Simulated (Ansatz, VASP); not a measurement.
**One calculation of CdOs, two programs**

```
CELL_PARAMETERS angstrom
3.22770 0.00000 0.00000
0.00000 3.22770 0.00000
0.00000 0.00000 3.22770
ATOMIC_POSITIONS crystal
Cd 0.00000 0.00000 0.00000
Os 0.50000 0.50000 0.50000
```

Alike in both runs: functional PBE; k mesh 18 × 18 × 18; occupations gaussian, width 0.1 eV; no spin polarisation.

Ansatz relaxed the structure, and its values are those at the end. VASP's run is a single point on that final structure, the one shown.

```csv
,VASP,Ansatz
version,VASP 6.6.1,Ansatz 0.2.0
potentials or method,"VASP PAW PBE potentials, release 64 (Cd, Os)","scalar-relativistic, plane waves, PAW"
plane-wave cutoff (eV),520,420
valence electrons in the cell,20,36
```

VASP gave:

| Quantity | Value |
| --- | --- |
| gap on the k mesh at the Fermi level (eV) | none |
| pressure (GPa) | 1.2 |

Question: What did Ansatz give for the same quantities?

Answer: gap on the k mesh at the Fermi level (eV): none; pressure (GPa): 0.0.

A gap of «none» marks a metal or a gap that the smearing closes. With one functional, cell and mesh, what is left measures potentials, basis and numerics. The two sets of potentials don't hold the same shells in valence.

The runs have no spin-orbit coupling, so splittings on Os are missing.
